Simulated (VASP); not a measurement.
Input:

```xyz
1
Lattice="-2.1856 2.1856 2.1856 2.1856 -2.1856 2.1856 2.1856 2.1856 -2.1856" Properties=species:S:1:pos:R:3 pbc="T T T"
Ba     0.0000     0.0000     0.0000
```

Level of theory: PBEsol GGA, VASP's PBE PAW potentials (set 64) (plane waves; VASP). Numerical set-up: 500 eV cut-off, 12×12×12 Γ-centred mesh, first-order Methfessel-Paxton smearing of 0.10 eV, potentials Ba_sv.

Unless said otherwise, spin-orbit coupling is left out, though it shifts the bands of the heavy elements here.

Task: Predict the energy per atom (σ→0), pressure, band gap (on the k-mesh) with the smallest direct gap where there is one.

Result: 
| Item | Result |
|---|---|
| band gap (on the k-mesh) | none (metal, semimetal or under 0.01 eV) |
| energy per atom (σ→0) | -1.937 eV/atom |
| pressure | 50.3 kbar |

Total energies compare only between runs with the same potentials, cut-off and functional.

The compound is Ba in the bcc structure. It was relaxed first under an external pressure of 5 GPa.
